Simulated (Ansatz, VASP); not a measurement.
**Sb (Antimony): VASP beside Ansatz**

One calculation is typed for both programs; each brings its own data sets. How far apart do they land? Of the first pair: The structure shown is the start of the Ansatz relaxation below; VASP solves that cell, so the two are compared at the walk's first step.

Calculated with Ansatz 0.2.0; plane waves, with VASP 6.6.1 beside it; single point at r2SCAN.

## (1) The structure

Symmetry: R-3m, No. 166, trigonal system. The conventional cell has a = 4.319 Å, b = 4.319 Å, c = 11.556 Å, α = 90.00°, β = 90.00°, γ = 120.00°. Sb has 3 Sb at 2.91 Å nearest.

As a file:

```cif
data_structure
_symmetry_space_group_name_H-M 'P 1'
_symmetry_Int_Tables_number 1
_cell_length_a 4.5887
_cell_length_b 4.5887
_cell_length_c 4.5887
_cell_angle_alpha 56.150
_cell_angle_beta 56.150
_cell_angle_gamma 56.150
_cell_volume 62.23
loop_
_atom_site_label
_atom_site_type_symbol
_atom_site_fract_x
_atom_site_fract_y
_atom_site_fract_z
_atom_site_occupancy
Sb1 Sb 0.23137 0.23137 0.23137 1
Sb2 Sb 0.76863 0.76863 0.76863 1
```

## (2) Ansatz: relaxation, r2SCAN

Ansatz runs on its default PAW (the set named soft_2) files.

The two programs are compared at the cell with which this relaxation starts, whose forces are those of its first step.

input.yaml

```yaml
crystal:
  lattice:
    - [2.1595701611, 1.2468284139, 3.8520264197]
    - [-2.1595701611, 1.2468284139, 3.8520264197]
    - [0.0, -2.4936568277, 3.8520264197]
  atoms:
    - { symbol: Sb, position: [0.2313726856, 0.2313726856, 0.2313726856] }
    - { symbol: Sb, position: [0.7686273144, 0.7686273144, 0.7686273144] }
kpoints:
  mp_grid: { grid: [15, 15, 15] }
hamiltonian:
  xc: r2scan
scf:
  occupations: { method: methfessel_paxton, width: 0.2 }
output:
  forces: true
  stress: true
  eigenvalues: true
relax:
  adjacent_minimum: "off"
  f_tol: 0.001
  max_steps: 60
  cell: { stress_tol: 0.01, fix: [volume] }
```

Started as:

```sh
$ ansatz run input.yaml --threads 4 --pin off --max-ram 8192MiB --backend cpu --events-out ev --progress --plain --runs-dir out
```

Numbers of over 12 decimals in the logs are rounded to 6 here.

Output:

```text
Engine: ansatz 0.2.0, x86_64-unknown-linux-gnu
Pseudopotentials: kind: paw
Pseudopotential: Sb, paw, valence charge 15, recommended cutoff 500 eV (meta_gga), Sb.paw.azcp
Functional definition: r2SCAN
  parameter k0 = 0.174
  parameter k1 = 0.065
  parameter a1 = 4.9479
  exchange = r2scan_x(k0 = k0, k1 = k1, a1 = a1)
  correlation = r2scan_c
Crystal: 2 atoms, lattice volume = 62.232 Å³
Basis set: ecut = 500 eV, 1593 PW (Γ), exchange–correlation on 144×144×144 points (64 copies of the dense FFT grid, shifted against one another)
Bands: 19, of which v1, the nominal top of the filled ones, is band 15 counted from 1 (14 counted from 0)
Symmetry: 12 space group operations
Space group: R-3m (ITA 166), of the structure as read, at distance tolerance 4.0e-5 Å
k-points: 344 of 3375
Non-local potential: Sb, projectors of the file, l = 0: 2, l = 1: 2, l = 2: 2, l = 3: 2
PAW form: soft (Blöchl's): semilocal exchange-correlation on the pseudo side does not see the compensation charge
PAW frozen core: Sb, regenerated for the run's functional (the file was generated under x = pbe(κ = 0.804, μ = 0.219515), c = pbe(β = 0.066725))
PAW one-centre angular grid: Sb, 590 points (default); XC on 160 Gauss nodes
Initial density: superposition of atomic densities (neutral atoms: chi_scale 0, normalization atom), corrected by the library's trained network
Initial wavefunctions: pseudopotential atomic-orbital guess
Functional: x = r2scan, c = r2scan; τ floored in thin density (d = 2e-4 eV/Å³)
SCF iter   1: F=—  HF=-12998.236164 eV  |F-HF|=—  |Δ(HF+E_count)|=         —  Δρ=5.20e-3  dr2=1.01e-2  dr2_τ=1.69e-3  ethr=1.77e-3  ⟨swp⟩=5.8  Hψ=32560  notcnv=0
preconditioner: auto → Kerker (q_TF=auto, 2.416 Å⁻¹)  [metal: Δε(μ)=0.017 eV  Ē_g=9.049 eV  σ=0.200 eV  W_gap=0.07  n_scr=14 (ndim 8)  ℏωp=14.9 eV  f_vac=0.003  D(μ)=0.08/eV (n_scr^D=0)]
SCF iter   2: F=—  HF=-12998.246997 eV  |F-HF|=—  |Δ(HF+E_count)|=   1.08e-2  S|Δr|=    0.00e0  Δρ=2.97e-3  dr2=3.80e-3  dr2_τ=4.78e-5  ethr=3.38e-5  ⟨swp⟩=2.4  Hψ=12655  notcnv=0
SCF iter   3: F=—  HF=-12998.247764 eV  |F-HF|=—  |Δ(HF+E_count)|=   7.67e-4  S|Δr|=    0.00e0  Δρ=6.22e-4  dr2=2.41e-4  dr2_τ=7.58e-6  ethr=1.27e-5  ⟨swp⟩=3.0  Hψ=11742  notcnv=0
SCF iter   4: F=—  HF=-12998.247759 eV  |F-HF|=—  |Δ(HF+E_count)|=   5.01e-6  S|Δr|=    0.00e0  Δρ=1.85e-4  dr2=2.84e-5  dr2_τ=3.77e-7  ethr=8.02e-7  ⟨swp⟩=3.0  Hψ=11885  notcnv=0
SCF iter   5: F=—  HF=-12998.247765 eV  |F-HF|=—  |Δ(HF+E_count)|=   5.87e-6  S|Δr|=    0.00e0  Δρ=6.30e-5  dr2=3.53e-6  dr2_τ=6.57e-8  ethr=9.48e-8  ⟨swp⟩=2.0  Hψ=7775  notcnv=0
SCF iter   6: F=—  HF=-12998.247766 eV  |F-HF|=—  |Δ(HF+E_count)|=   1.15e-6  S|Δr|=    0.00e0  Δρ=1.69e-5  dr2=1.63e-7  dr2_τ=6.82e-9  ethr=1.18e-8  ⟨swp⟩=3.0  Hψ=11755  notcnv=0
SCF iter   7: F=-12998.247766 eV  HF=-12998.247766 eV  |F-HF|=6.10e-9  |Δ(HF+E_count)|=   1.48e-7  S|Δr|=    0.00e0  Δρ=5.45e-6  dr2=1.54e-8  dr2_τ=5.74e-10  ethr=3.33e-10  ⟨swp⟩=6.3  Hψ=29763  notcnv=0
SCF 1 converged in 7 iterations: F = -12998.247766 eV  dr2 = 1.54e-8
  greatest PAW one-centre occupation: 0.994 electrons in one spin orbital (limit 2), on the Sb atom at site 1 (counted from 0), in its partial waves of l = 2
relax step   1: F+E_penalty+E_count = -12998.24776595 eV  Δ(F+E_penalty+E_count) = +0.000e0 eV  max|allowed force component| = 8.546e-2 eV/Å  Δτ_max = 0.0000 Å  P = +0.835 GPa  Ω = 62.232 Å³  fix = [volume]  reactions: volume +0.835 GPa  (7 SCF iters, dr2 threshold 1.00e-7 eV, accepted)
[...]
relax step   3: F+E_penalty+E_count = -12998.24883213 eV  Δ(F+E_penalty+E_count) = -6.963e-4 eV  max|allowed force component| = 5.141e-3 eV/Å  Δτ_max = 0.0054 Å  P = +0.490 GPa  Ω = 62.232 Å³  energy of the carried Pulay correction = +9.879e-19 eV  fix = [volume]  reactions: volume +0.490 GPa  (5 SCF iters, dr2 threshold 2.00e-7 eV, accepted)
[...]
relax step   4: F+E_penalty+E_count = -12998.24886548 eV  Δ(F+E_penalty+E_count) = -3.335e-5 eV  max|allowed force component| = 1.356e-4 eV/Å  Δτ_max = 0.0001 Å  P = +0.464 GPa  Ω = 62.232 Å³  energy of the carried Pulay correction = -1.482e-18 eV  fix = [volume]  reactions: volume +0.464 GPa  (5 SCF iters, dr2 threshold 1.22e-8 eV, accepted)
[...]
relax step   5: F+E_penalty+E_count = -12998.24886745 eV  Δ(F+E_penalty+E_count) = -1.970e-6 eV  max|allowed force component| = 1.386e-4 eV/Å  Δτ_max = 0.0000 Å  P = +0.464 GPa  Ω = 62.232 Å³  fix = [volume]  reactions: volume +0.464 GPa  stress off target by 4.34e-3 GPa on what of the cell is left free  SCF on the basis re-selected at this cell (its energy is not comparable with the rows above)  (7 SCF iters)
basis re-selected at this cell: Δ(F+E_penalty+E_count) = -1.970e-6 eV, ΔP = -0.000 GPa vs the last step (what re-selecting the basis moved, of the pressure what is left beyond the Pulay correction that the steps carried, after the strain that the cell walked since its last selection, with what the two solves' SCF thresholds leave and, on support functions, any second-order correction that the steps lacked; it is no m [...]
SCF converged after 7 iterations
Stability not checked: this state was not tested for a lower state beside it, because cold or Methfessel-Paxton smearing, or corrected tetrahedra, fill the levels in a way that the test cannot read (fill_not_monotonic; see scf.lower_state_search)
Free energy (F): -12998.248867 eV
Harris-Foulkes:  -12998.248867 eV  (|F-HF|=9.09e-12)
Internal energy: -12998.250735 eV  (E = F + TS)
E sigma→0 (E₀):  -12998.249334 eV
Entropy (-TS):   0.001868 eV (0.934 meV/atom)
Fermi energy:    9.705771 eV
Step filling:    the computed levels leave a gap of 0.0115 eV = 0.1 smearing widths at the electron count; against every level under it full and every level over it empty, smearing changes F+E_penalty+E_count by +0.324 meV and its σ→0 estimate by -0.143 meV
--- Per-component energies (eV) ---
  E_band       = -371.745615
  E_kinetic    = 411.842736
  E_local      = -3247.676004  (includes V_loc(G=0)·N_el)
  E_nonlocal   = 725.831712
  E_hartree    = 1471.212218
  E_xc         = -254.209546
  E_vxc        = -204.868282  (∫ρ·V_xc dr)
  E_paw        = -9203.637368  (= ΣΔE_a)
  E_vpaw       = -1013.137273  (= ΣTr[D̂ρ^β])
  E_aug_tail   = -0.000001  (compensation charges beyond the density's cutoff)
  E_vtau       = 13.837078  (kinetic-family band-sum trace: ∫τ·v_τ [+ j·A + Jᵃ·Aᵃ] dr)
  E_ewald      = -2902.626555
  E_core_change = 1.012074  (= ΣΔE_core)
  E_smearing   = 0.001868  (= −TS)
  E_closure    = -0.000000  (closes the sum)
  Σ components = -12998.248867   (vs F -12998.248867, Δ=0.00e0)
--- Forces (eV/Å), atoms counted from 1 ---
  atom   1  Sb     0.00000000    -0.00000000    -0.00013857
  atom   2  Sb    -0.00000000     0.00000000     0.00013857
  max |Σ_I F_I| component: 1.39e-17 eV/Å
--- Stress (GPa, compression-positive) ---
        0.466245      -0.000000      -0.000000
       -0.000000       0.466245      -0.000000
       -0.000000      -0.000000       0.459732
  P = ⅓ Tr σ = 0.4641 GPa (4.641 kbar)
--- Band table (eV; the first three rows and the last of 344) ---
  k-point 0: bands = [... 11 lower, 4.6328, 7.3627, 7.6602, 7.6602, 11.6322, 12.3064, 12.3064, 15.1764]
  k-point 1: bands = [... 11 lower, 4.3937, 7.3931, 7.6446, 7.7399, 11.6403, 12.1795, 12.1992, 14.8962]
  k-point 2: bands = [... 11 lower, 3.7944, 7.4049, 7.6033, 7.9695, 11.5552, 11.8682, 11.8990, 14.5661]
  k-point 343: bands = [... 11 lower, 0.4600, 7.4165, 7.9642, 9.3403, 10.0125, 10.0452, 11.4781, 16.7039]
--- Relaxed structure (4 steps of the walk, 4 accepted, 1 SCFs on fresh bases) ---
  F+E_penalty+E_count = -12998.24886745 eV   max|allowed force component| = 1.386e-4 eV/Å   (the final SCF, on the basis selected at the relaxed cell)
  cell:  # Å, volume = 62.2321 Å³
    - [2.166580, 1.250875, 3.827142]
    - [-2.166580, 1.250875, 3.827142]
    - [0, -2.501751, 3.827142]
  atoms:
    - { symbol: Sb, position: [0.232202, 0.232202, 0.232202] }
    - { symbol: Sb, position: [0.767798, 0.767798, 0.767798] }
```

The column dr2 measures how far the density is from self-consistency, as an energy; F and HF (Harris–Foulkes) agree once it is small.

## (3) VASP: single point, r2SCAN, start cell, pair 1

The same cell, functional, mesh and smearing now go to VASP, with its own data sets.

Lines of VASP's logs that name or quote its potential files are left out, and so is its time.

INCAR

```
SYSTEM = Sb
PREC = Accurate
ENCUT = 440
EDIFF = 1E-06
NELM = 120
ISMEAR = 1
SIGMA = 0.2
LREAL = .FALSE.
ALGO = Normal
METAGGA = R2SCAN
LASPH = .TRUE.
NBANDS = 11
LORBIT = 11
LWAVE = .FALSE.
LCHARG = .FALSE.
ISIF = 2
GGA_COMPAT = .FALSE.
LMIXTAU = .TRUE.
KPAR = 2
```

POSCAR

```
Sb
1.0
    2.1595700000      1.2468280000      3.8520260000
   -2.1595700000      1.2468280000      3.8520260000
    0.0000000000     -2.4936570000      3.8520260000
Sb
2
Direct
    0.2313726595      0.2313726595      0.2313725667
    0.7686273405      0.7686273405      0.7686272477
```

KPOINTS

```
Automatic mesh
0
Gamma
15 15 15
0 0 0
```

Potentials, in the order of the species: Sb (PBE family, release 64).

Started as:

```sh
$ mpirun -np 2 vasp_std
```

Output:

```text
[banner, memory and clock lines left out]
running    2 mpi-ranks, on    1 nodes
 distrk:  each k-point on    1 cores,    2 groups
 distr:  one band on    1 cores,    1 groups

 POSCAR found type information on POSCAR Sb
 POSCAR found :  1 types and       2 ions
|                                                                             |
|               ----> ADVICE to this user running VASP <----                  |
|                                                                             |
|     You enforced a specific xc type in the INCAR file but a different       |
|     [... a line on the potential file left out ...]
|     I HOPE YOU KNOW WHAT YOU ARE DOING!                                     |
|                                                                             |

 LDA part: xc-table for (None), standard interpolation
 POSCAR, INCAR and KPOINTS ok, starting setup
 FFT: planning ... GRIDC
 FFT: planning ... GRID_SOFT
 FFT: planning ... GRID
 WAVECAR not read
 entering main loop
       N       E                     dE             d eps       ncg     rms          rms(c)
DAV:   1    -0.108312308681E+02   -0.10831E+02   -0.33861E+03  7568   0.647E+02
DAV:   2    -0.508843670020E+02   -0.40053E+02   -0.38792E+02 10064   0.110E+02
DAV:   3    -0.526197736047E+02   -0.17354E+01   -0.17176E+01  9277   0.259E+01
DAV:   4    -0.526341083970E+02   -0.14335E-01   -0.14330E-01  8539   0.283E+00
DAV:   5    -0.526342720145E+02   -0.16362E-03   -0.16362E-03  8811   0.336E-01    0.260E+00
DAV:   6    -0.513526872646E+02    0.12816E+01   -0.20305E-01  8108   0.323E+00    0.192E+00
DAV:   7    -0.514147820612E+02   -0.62095E-01   -0.49825E-02  7790   0.234E+00    0.821E-01
DAV:   8    -0.513540933576E+02    0.60689E-01   -0.83460E-02  7673   0.247E+00    0.232E-01
DAV:   9    -0.513835929948E+02   -0.29500E-01   -0.12134E-02  8027   0.885E-01    0.113E-01
DAV:  10    -0.513841937949E+02   -0.60080E-03   -0.27379E-04  8807   0.135E-01    0.553E-02
DAV:  11    -0.513867250470E+02   -0.25313E-02   -0.40623E-03  7670   0.529E-01    0.160E-02
DAV:  12    -0.513871156903E+02   -0.39064E-03   -0.20601E-04  8129   0.118E-01    0.218E-02
DAV:  13    -0.513871002847E+02    0.15406E-04   -0.57101E-06  8867   0.170E-02    0.297E-02
DAV:  14    -0.513871713877E+02   -0.71103E-04   -0.75759E-05  7709   0.641E-02    0.105E-02
DAV:  15    -0.513871728137E+02   -0.14260E-05   -0.13353E-05  8387   0.266E-02    0.241E-03
DAV:  16    -0.513871743237E+02   -0.15100E-05   -0.18244E-06  7466   0.114E-02    0.775E-04
DAV:  17    -0.513871743772E+02   -0.53524E-07   -0.33021E-07  4000   0.458E-03
   1 F= -.51387174E+02 E0= -.51387779E+02  d E =0.181530E-02
```

Parts of OUTCAR (step 3):

```text
ion  position               nearest neighbor table
   1  0.231  0.231  0.231-   2 2.91   2 2.91   2 2.91   2 3.43   2 3.43   2 3.43
   2  0.769  0.769  0.769-   1 2.91   1 2.91   1 2.91   1 3.43   1 3.43   1 3.43

  LATTYP: Found a trigonal (rhomboedric) cell.
 ALAT       =     4.5887282499
 COS(alpha) =     0.5570243142

 Subroutine GETGRP returns: Found 12 space group operations
 (whereof 12 operations were pure point group operations)

The static configuration has the point symmetry D_3d.

 Found    344 irreducible k-points:

   k-points           NKPTS =    344   k-points in BZ     NKDIM =    344   number of bands    NBANDS=     11

   dimension x,y,z NGX =    32 NGY =   32 NGZ =   32
   dimension x,y,z NGXF=    64 NGYF=   64 NGZF=   64

   ENCUT  =  440.0 eV  32.34 Ry    5.69 a.u.   7.85  7.85  7.85*2*pi/ulx,y,z

   NELECT =      10.0000    total number of electrons

 k-points in reciprocal lattice and weights: Automatic mesh
   0.00000000  0.00000000  0.00000000       0.000
   0.06666667 -0.00000000  0.00000000       0.002
   0.13333333 -0.00000000  0.00000000       0.002
   0.20000000  0.00000000  0.00000000       0.002
   0.26666667 -0.00000000  0.00000000       0.002
   0.33333333  0.00000000 -0.00000000       0.002
   0.40000000  0.00000000  0.00000000       0.002
   0.46666667  0.00000000  0.00000000       0.002
   0.06666667  0.06666667 -0.00000000       0.002
[...]
0.46666667  0.46666667  0.46666667       0.001
  -0.46666667  0.46666667  0.46666667       0.002

 average (electrostatic) potential at core
       1 -91.3195       2 -91.3196

 E-fermi :   6.9984

 k-point     1 :       0.0000    0.0000    0.0000
  band No.  band energies     occupation
      1      -6.2824      2.00000
      2       1.9231      2.00000
      3       4.6218      2.00000
      4       4.9542      2.00000
      5       4.9542      2.00000
      6       8.8114     -0.00000
      7       9.5627     -0.00000
      8       9.5627     -0.00000
      9      12.4721      0.00000
     10      12.4721      0.00000
    ...

 k-point     2 :       0.0667   -0.0000    0.0000
  band No.  band energies     occupation
      1      -6.2317      2.00000
      2       1.6859      2.00000
      3       4.6540      2.00000
      4       4.9349      2.00000
      5       5.0213      2.00000
      6       8.8388     -0.00000
      7       9.4392     -0.00000
      8       9.4681     -0.00000
      9      12.1800      0.00000
     10      12.4396      0.00000
    ...

 k-point     3 :       0.1333   -0.0000    0.0000
  band No.  band energies     occupation
      1      -6.0799      2.00000
      2       1.0885      2.00000
      3       4.6617      2.00000
      4       4.8837      2.00000
      5       5.2336      2.00000
      6       8.7920     -0.00000
      7       9.1444     -0.00000
      8       9.1960     -0.00000
      9      11.8253      0.00000
     10      12.3336      0.00000
    ...

  Total        0.4102824      0.4102825      0.2960552      0.0000000     -0.0000000      0.0000000
  in kB       10.5628012     10.5628014      7.6219985      0.0000000     -0.0000007      0.0000000
  external PRESSURE =       9.5825337 kB  Pullay stress =       0.0000000 kB

  energy-cutoff  :      440.00
  volume of cell :       62.23
      direct lattice vectors                 reciprocal lattice vectors
     2.159570000  1.246828000  3.852026000     0.231527573  0.133672505  0.086534561
    -2.159570000  1.246828000  3.852026000    -0.231527573  0.133672505  0.086534561
     0.000000000 -2.493657000  3.852026000     0.000000000 -0.267345010  0.086534526

 POSITION                                       TOTAL-FORCE (eV/Angst)
 -----------------------------------------------------------------------------------
      0.00000      0.00000      2.67376         0.000000     -0.000000      0.146141
      0.00000     -0.00000      8.88232         0.000000      0.000000     -0.146141
 -----------------------------------------------------------------------------------
    total drift:                                0.000000     -0.000075      0.000118

  FREE ENERGIE OF THE ION-ELECTRON SYSTEM (eV)
  ---------------------------------------------------
  free  energy   TOTEN  =       -51.3871743772 eV

  energy  without entropy=      -51.3889896765  energy(sigma->0) =      -51.38777948

 total charge
# of ion       s       p       d       tot
------------------------------------------
    1        1.192   1.158   0.035   2.386
    2        1.192   1.158   0.035   2.386
--------------------------------------------------
tot          2.384   2.317   0.070   4.771

[... 3 further parts left out ...]
```

The run ends at a pressure of 0.96 GPa, with forces up to 0.15 eV/Å.

## (4) Comparison

Known differences besides the potentials themselves: VASP keeps PBE cores, Ansatz makes them for the functional; the data sets hold 30 valence electrons in Ansatz (on its default PAW (the set named soft_2) files) and 10 in VASP; the cutoff is 500 eV in Ansatz and 440 eV in VASP. Total energies have different zeros and are not compared.

Forces (eV/Å; atoms numbered as in POSCAR):

```
atom        Ansatz x, y, z          VASP x, y, z
 Sb1   0.000, 0.000, 0.085   0.000, 0.000, 0.146
 Sb2  0.000, 0.000, -0.085  0.000, 0.000, -0.146
```

The forces differ by 35 meV/Å r.m.s., which is 41.5 % of the r.m.s. force of 0.084 eV/Å (both taken over all components).

## (5) What the set-up changes

Further runs change the set-up of one program: Ansatz's method, potentials or start, or VASP's data sets, cutoff or form of LDA. The table gives that difference for each run.

```
                            run  r.m.s. force difference (meV/Å)
                       as above                               35
VASP with the data sets Sb_d_GW                              8.0
```

(Continued in part 2 of 2.)

[Lines on the potential files, build, host, timing and source positions are cut from VASP's logs without a mark.]

[Logs are printed without paths, hosts, clocks, repeated set-up lines and the standing remarks that a program may print on its own settings, such as how far it seeks lower states.]

[Hosts, paths, dates, database ids (printed as entryN), source tags and the programs' standing remarks are cut or masked in the printed files.]
